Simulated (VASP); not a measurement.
Here is a VASP 6.6.1 calculation.

File INCAR:

```
PREC = Accurate
ENCUT = 520
EDIFF = 1E-6
ISMEAR = 0
SIGMA = 0.1
LREAL = False
LASPH = True
NELM = 120
ALGO = Normal
ISIF = 3
LWAVE = False
LCHARG = False
GGA = PE
IBRION = 2
NSW = 90
EDIFFG = -0.01
KPAR = 4
```

File KPOINTS:

```
Automatic mesh
0
Gamma
  6 6 6
```

File POSCAR:

```
SiMo3
1.0
    4.8889999400      0.0000000000      0.0000000000
    0.0000000000      4.8889999400      0.0000000000
    0.0000000000      0.0000000000      4.8889999400
Si Mo
2 6
Direct
    0.0000000000      0.0000000000      0.0000000000
    0.5000000000      0.5000000000      0.5000000000
    0.2500000000      0.0000000000      0.5000000000
    0.5000000000      0.7500000000      0.0000000000
    0.7500000000      0.0000000000      0.5000000000
    0.5000000000      0.2500000000      0.0000000000
    0.0000000000      0.5000000000      0.7500000000
    0.0000000000      0.5000000000      0.2500000000
```

Potentials or basis: VASP PAW PBE potentials, release 64 (Si, Mo_sv).

Run with:

```console
$ cat potpaw_PBE.64/Si/POTCAR potpaw_PBE.64/Mo_sv/POTCAR > POTCAR
$ mpirun -np 4 vasp_std > vasp.out
```

Q: Predict the relaxed volume.

A: 14.79 Å³/atom.

Q: Estimate the relaxed cell.

A: a = 4.910 Å, b = 4.910 Å, c = 4.910 Å, α = 90.00°, β = 90.00°, γ = 90.00°.

The path:
| step | energy change (eV) | largest force (eV/Å) | pressure (GPa) | volume (Å³) |
| --- | --- | --- | --- | --- |
| 1 | 0.0000 | 0.0000 | 3.18 | 116.86 |
| 2 | 0.0615 | 0.0000 | -6.78 | 121.83 |
| 3 | -0.0144 | 0.0000 | -0.04 | 118.35 |

PBE usually gives volumes a little too large and moduli too small. Zero-point motion and thermal expansion aren't in these numbers.
